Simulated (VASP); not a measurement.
```xyz
2
Lattice="0.0000 2.8303 2.8303 2.8303 0.0000 2.8303 2.8303 2.8303 0.0000" Properties=species:S:1:pos:R:3 pbc="T T T"
Mg     0.0000     0.0000     0.0000
Se     2.8303     2.8303     2.8303
```

Calculation: vdW-DF2, VASP's PBE PAW potentials (set 64) (plane waves; VASP). Numerical set-up: 520 eV cut-off, 8×8×8 Γ-centred mesh, Gaussian smearing of 0.050 eV, potentials Mg Se.

Question: Estimate the energy per atom (σ→0), pressure, band gap (on the k-mesh) with the smallest direct gap where there is one.

Answer: 
```json
{
  "band gap (on the k-mesh)": "1.57 eV",
  "smallest direct gap (on the k-mesh)": "1.98 eV",
  "energy per atom (σ→0)": "-1.972 eV/atom",
  "pressure": "-1.49 GPa"
}
```

Total energies compare only between runs with the same potentials, cut-off and functional.

The compound is MgSe in the rock salt structure. This cell is one point of a volume scan, at 1.03 of the reference volume.
